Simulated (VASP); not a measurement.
Here is the system:

```
CELL_PARAMETERS angstrom
      4.16582    -2.27500     0.00000
      4.16582     2.27500     0.00000
      2.92342     0.00000     3.73943
ATOMIC_POSITIONS crystal
  Bi 0.23400 0.23400 0.23400
  Bi 0.76600 0.76600 0.76600
```

Level of theory: PBEsol GGA, VASP's PBE PAW potentials (set 64) (plane waves; VASP). Settings: 400 eV cut-off, 9×9×9 Γ-centred mesh, first-order Methfessel-Paxton smearing of 0.10 eV, potentials Bi_d.

Energy and stress use the plane-wave basis of the starting cell.

### Question
The ions, cell shape and volume are relaxed. Give the cell that the relaxation ends in.

### Answer

```
CELL_PARAMETERS angstrom
      4.09413    -2.26167    -0.01571
      4.09413     2.26167    -0.01571
      2.85901     0.00000     3.70180
ATOMIC_POSITIONS crystal
  Bi 0.23663 0.23663 0.23663
  Bi 0.76337 0.76337 0.76337
```
Space group R-3m (166), at a tolerance of 0.03 Å.

### Question
How do energy and volume change from the first to the last step?

### Answer
The energy (σ→0) changes by -4.5 meV/atom and the volume by -3.0 %, in 10 ionic steps.

```tsv
step	E(σ→0) (eV)	max force (eV/Å)	pressure (GPa)	volume (Å³)
1	-8.6050	0.104	-0.85	70.88
2	-8.6092	0.184	0.42	68.97
3	-8.6095	0.168	0.13	69.37
4	-8.6119	0.104	0.09	69.18
5	-8.6132	0.063	0.00	68.59
6	-8.6137	0.006	0.04	68.79
7	-8.6140	0.009	-0.06	68.88
8	-8.6140	0.011	-0.11	68.92
9	-8.6140	0.016	0.12	68.63
10	-8.6141	0.003	0.01	68.76
```

The compound is Bi in the a7 structure. This run relaxes it. Symmetry was kept, so distortions that lower it aren't found.
